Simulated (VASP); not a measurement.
A convergence study with VASP on Pt (fcc): a few settings are varied, all else stays as given below, so the limit is that of these other settings. The cell's lengths are 1 % over those of the tabulated start, so it is off equilibrium.

```
CELL_PARAMETERS angstrom
      0.00000     1.97960     1.97960
      1.97960     0.00000     1.97960
      1.97960     1.97960     0.00000
ATOMIC_POSITIONS crystal
  Pt 0.00000 0.00000 0.00000
```

Method: LDA (Ceperley-Alder, Perdew-Zunger), VASP's LDA PAW potentials (set 64) (plane waves; VASP). The last row used: 550 eV cut-off, 14×14×14 Γ-centred mesh, first-order Methfessel-Paxton smearing of 0.10 eV, potentials Pt.

```
setting                      E (eV/atom)  pressure (GPa)  electronic steps
---------------------------  -----------  --------------  ----------------
ALGO = Normal, EDIFF = 1E-2      -7.4826          -14.29                 8
ALGO = Normal, EDIFF = 1E-3      -7.4825          -13.08                 9
ALGO = Normal, EDIFF = 1E-4      -7.4825          -13.07                10
ALGO = Normal, EDIFF = 1E-5      -7.4825          -13.05                10
ALGO = Normal, EDIFF = 1E-6      -7.4825          -13.06                11
ALGO = Normal, EDIFF = 1E-7      -7.4825          -13.06                11
ALGO = Normal, EDIFF = 1E-8      -7.4825          -13.06                12
ALGO = Normal, EDIFF = 1E-9      -7.4825          -13.06                13
ALGO = Fast, EDIFF = 1E-2        -7.4828          -16.44                 8
ALGO = Fast, EDIFF = 1E-3        -7.4825          -12.55                 9
ALGO = Fast, EDIFF = 1E-4        -7.4825          -12.89                10
ALGO = Fast, EDIFF = 1E-5        -7.4825          -12.66                11
ALGO = Fast, EDIFF = 1E-6        -7.4825          -13.02                13
ALGO = Fast, EDIFF = 1E-7        -7.4825          -13.03                14
ALGO = Fast, EDIFF = 1E-8        -7.4825          -13.06                19
ALGO = Fast, EDIFF = 1E-9        -7.4825          -13.06                19
ALGO = All, EDIFF = 1E-2         -7.4824          -13.25                 9
ALGO = All, EDIFF = 1E-3         -7.4825          -12.99                10
ALGO = All, EDIFF = 1E-4         -7.4825          -13.09                11
ALGO = All, EDIFF = 1E-5         -7.4825          -13.09                11
ALGO = All, EDIFF = 1E-6         -7.4825          -13.05                12
ALGO = All, EDIFF = 1E-7         -7.4825          -13.06                14
ALGO = All, EDIFF = 1E-8         -7.4825          -13.06                15
ALGO = All, EDIFF = 1E-9         -7.4825          -13.06                16
```

Left out are rungs that failed or repeat a setting and relaxations that didn't move; long series are thinned to 24 rows.

The compound is Pt in the fcc structure. The cell was not relaxed at this level.
